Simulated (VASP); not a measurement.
An input for Ansatz (written as the equivalent of a VASP run, and not itself run):

Ansatz 0.2 input:
```yaml
crystal:
  lattice:
    - [5.8263950, -2.0546500, 0.0000000]
    - [5.8263950, 2.0546500, 0.0000000]
    - [-1.7232320, 0.0000000, 4.7713520]
  atoms:
    - { symbol: In, position: [0.1118000, 0.1118000, 0.9531600] }
    - { symbol: In, position: [0.8882000, 0.8882000, 0.0468400] }
    - { symbol: Se, position: [0.3390700, 0.3390700, 0.3310400] }
    - { symbol: Se, position: [0.6609300, 0.6609300, 0.6689600] }
kpoints:
  mp_grid: { grid: [5, 5, 4] }
hamiltonian:
  xc: pbesol
  pseudopotentials: { kind: paw }
scf:
  occupations: { method: gaussian, width: 0.01 }
  max_iter: 100
output: { forces: true, stress: true, eigenvalues: true }
```

Problem. Translate this input to VASP (INCAR, KPOINTS, POSCAR, choice of POTCAR).

Solution. Several could match; the one computed here: 
### INCAR
```
SYSTEM=InSe
PREC=Accurate; ENCUT=300; LREAL=F
LASPH=T
EDIFF=1E-6; NELM=100; ALGO=Normal
LMAXMIX=4
ISMEAR=0; SIGMA=0.01
GGA=PS
ISIF=2
LWAVE=F; LCHARG=F
```

KPOINTS:
```
Automatic mesh
0
Gamma
5 5 4
0 0 0
```

**POSCAR**
```
InSe
1
    5.8263950000    -2.0546500000     0.0000000000
    5.8263950000     2.0546500000     0.0000000000
   -1.7232320000     0.0000000000     4.7713520000
In Se
2 2
Direct
  0.1118000000   0.1118000000   0.9531600000
  0.8882000000   0.8882000000   0.0468400000
  0.3390700000   0.3390700000   0.3310400000
  0.6609300000   0.6609300000   0.6689600000
```

POTCAR, in this order: In_d Se (PBE.64 set). Program: vasp_std.

Limits of the translation: each code has its own PAW files, so the cut-off isn't converted (ENCUT is set for VASP's; basis.ecutwfc is left out, and Ansatz then takes the one that its files recommend); Ansatz stops its SCF on the density residual and VASP on the energy change (EDIFF).

The structure comes from a computed database's InSe entry; how it stands against other phases isn't given here. The cell was not relaxed at this level.
